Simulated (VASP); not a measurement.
For cubic BeTe (zinc blende), PBE GGA, VASP's PBE PAW potentials (set 64) (VASP 6.6.1) gives ε∞ = 7.54, a static ε₀ = 8.70 and a transverse optical mode at 455 cm⁻¹.

Task: Estimate the longitudinal optical frequency at Γ.

Result: By the Lyddane-Sachs-Teller relation, ω_LO = ω_TO √(ε₀/ε∞) = 455 × √(8.70/7.54) = 489 cm⁻¹.

The compound is BeTe in the zinc blende structure. It was relaxed first.
